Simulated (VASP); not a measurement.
A cell of LiH (rock salt) near equilibrium:

```
LiH
1.0
    0.00000     1.99705     1.99705
    1.99705     0.00000     1.99705
    1.99705     1.99705     0.00000
Li H
1 1
Direct
  0.00000   0.00000   0.00000
  0.50000   0.50000   0.50000
```

Computed with r2SCAN meta-GGA, VASP's PBE PAW potentials (set 64) (plane waves; VASP).

```csv
run,ΔE (meV/atom),σxx,σyy,σzz,"largest shear component, with its sign (GPa)",gap (eV)
as it is,0.0,-0.05,-0.05,-0.05,0.00,3.57
after one change,6.0,3.62,0.75,3.62,0.00,3.16
```
Stress is in GPa, positive when the cell is compressed; gaps are those on the k-mesh, and 0.00 means metallic.

Q: Name the change that produced these shifts.
A) shear strain γ_yz = +4.0 %
B) biaxial strain of -3.0 % in the xz plane
C) shear strain γ_yz = +3.0 %
D) shear strain γ_yz = +2.0 %

A: B, biaxial strain of -3.0 % in the xz plane

The compound is LiH in the rock salt structure.
